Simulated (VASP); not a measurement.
A run of VASP 6.6.1 is set up as follows.

Contents of INCAR:

```
PREC = Accurate ; ENCUT = 350
EDIFF = 1E-5 ; ISMEAR = 0
SIGMA = 0.03 ; LREAL = Auto
LASPH = T ; NELM = 120
ALGO = Normal ; ISIF = 2
LWAVE = F ; LCHARG = F
ISPIN = 2 ; MAGMOM = 1 0 0 0 0 0 0 0 0 0 0 0 0 0 0 0 0 0 0 0 0 0 0 0
LORBIT = 11 ; NUPDOWN = 1
LMAXMIX = 4 ; LDAU = T
LDAUTYPE = 2 ; LDAUL = 2 -1 -1
LDAUU = 6 0 0 ; LDAUJ = 0 0 0
LDAUPRINT = 1 ; GGA = PS
NBANDS = 128 ; NELECT = 213.0
ISYM = 0 ; KPAR = 2
```

The input KPOINTS:

```
regular mesh
0
Gamma
  2 2 2
```

Contents of POSCAR:

```
Ga11CoAs12                              
1.0
    0.0000000000      8.4805500000      8.4805500000
    5.6537000000      0.0000000000      5.6537000000
    5.6537000000      5.6537000000      0.0000000000
  Co              Ga              As            
     1    11    12
Direct
     0.0066925719835698    0.9937141185467731    0.9894075178121383
     0.0036149405823148    0.0067941455452569    0.4913116812925748
     0.0033673344709242    0.4960509051048852    0.0021427881071661
     0.0017799837581386    0.5010082665105793    0.4973441884264218
     0.3276748809062568    0.0058569081989590    0.0042469272995551
     0.3315651927990914    0.0029943060310894    0.4994590477142880
     0.3311341884067474    0.5006650630222826    0.0029131517956047
     0.3334153385035082    0.5004059489380128    0.4997878979066767
     0.6699969801383097    0.0057813565070796    0.0007096137014078
     0.6680206982003589    0.0045122537087470    0.4914820337227830
     0.6675722548175600    0.4945829207286274    0.0024512684305043
     0.6691179676252647    0.5009885932809828    0.4966091682727207
     0.0789957097931353    0.1211250389899975    0.1162352325616507
     0.0823352455479382    0.1255061397210186    0.6312194500384299
     0.0819289515241650    0.6350907659257327    0.1218327337501722
     0.0829839880786138    0.6288130416631634    0.6244662737167826
     0.4195627174620056    0.1246961481494373    0.1234522585659485
     0.4169722282742185    0.1246590307471648    0.6269219319906323
     0.4166092128854977    0.6283930309063548    0.1240086011379191
     0.4178141351967082    0.6253785724193148    0.6249934720285656
     0.7650135614896847    0.1207327416144646    0.1173605554850609
     0.7520679879726129    0.1250093059385999    0.6231419800877798
     0.7517734121089140    0.6279857925880502    0.1206706644783203
     0.7509015174744506    0.6267756052134359    0.6244545616769117
```

Potentials or basis: VASP PAW PBE potentials, release 64 (Co, Ga_d, As).

Launch:

```bash
$ cat potpaw_PBE.64/Co/POTCAR potpaw_PBE.64/Ga_d/POTCAR potpaw_PBE.64/As/POTCAR > POTCAR
$ mpirun -np 4 vasp_std > vasp.out
```

Task: Estimate the largest force.

Result: 0.253 eV/Å.

Forces on the atoms (eV/Å):
```
Co   0.008 -0.025 -0.011
Ga   0.029  0.016  0.025
Ga   0.033  0.038  0.008
Ga  -0.054 -0.005  0.004
Ga  -0.005 -0.019 -0.020
Ga   0.037 -0.023 -0.017
Ga   0.022 -0.031 -0.027
Ga   0.010 -0.005  0.006
Ga   0.022  0.012 -0.012
Ga   0.009 -0.034  0.009
Ga  -0.003  0.002 -0.028
Ga   0.014  0.004 -0.005
As   0.100  0.139  0.111
As  -0.178 -0.119  0.135
As  -0.150  0.149 -0.118
As   0.001  0.005  0.005
As  -0.022  0.009  0.025
As  -0.015  0.002  0.009
As  -0.008  0.001  0.011
As   0.011  0.000  0.012
As   0.135 -0.103 -0.113
As  -0.009 -0.009 -0.002
As  -0.001  0.007 -0.006
As   0.014 -0.010 -0.001
```

Caveat: the k mesh is coarse (spacing up to 0.48 Å⁻¹), so the values aren't converged; the PAW data sets were made with another functional, which shifts forces and pressure a little; the total moment is fixed, so each spin has its own Fermi level; the U is typed as a test and isn't derived for this compound. The state reached can hang on the start; a lower one may exist.
